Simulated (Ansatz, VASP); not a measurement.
# Ba2MgB2: VASP beside Ansatz

```
CELL_PARAMETERS angstrom
-2.20852 2.20852 5.42613
2.20852 -2.20852 5.42613
2.20852 2.20852 -5.42613
ATOMIC_POSITIONS crystal
Ba 0.75000 0.25000 0.50000
Ba 0.25000 0.75000 0.50000
Mg 0.00000 0.00000 0.00000
B 0.38800 0.38800 0.00000
B 0.61200 0.61200 0.00000
```

Alike in both runs: task single point; functional PBE; k mesh 6 × 6 × 6; occupations gaussian, width 0.1 eV; no spin polarisation.

|  | VASP | Ansatz |
| --- | --- | --- |
| version | VASP 6.6.1 | Ansatz 0.2.0 |
| potentials or method | VASP PAW PBE potentials, release 64 (Ba_sv, Mg, B) | scalar-relativistic, plane waves, PAW |
| plane-wave cutoff (eV) | 520 | 420 |
| valence electrons in the cell | 28 | 36 |

|  | VASP | Ansatz | Ansatz less VASP |
| --- | --- | --- | --- |
| gap on the k mesh at the Fermi level (eV) | none | none | - |
| pressure (GPa) | 14.8 | 12.1 | -2.69 |
| largest component of the traceless stress (GPa) | 9.80 | 8.63 | -1.167 |
| rms of the force components (eV/Å) | 1.516 | 1.430 | -0.0859 |

Atom by atom the forces differ by 0.086 eV/Å (rms over components). A gap of «none» marks a metal or a gap that the smearing closes. The two sets of potentials don't hold the same shells in valence.

Caveats: forces of over 1 eV/Å show positions far from the minimum, so gaps and moduli don't describe the material at rest. The runs have no spin-orbit coupling, so splittings on Ba are missing.
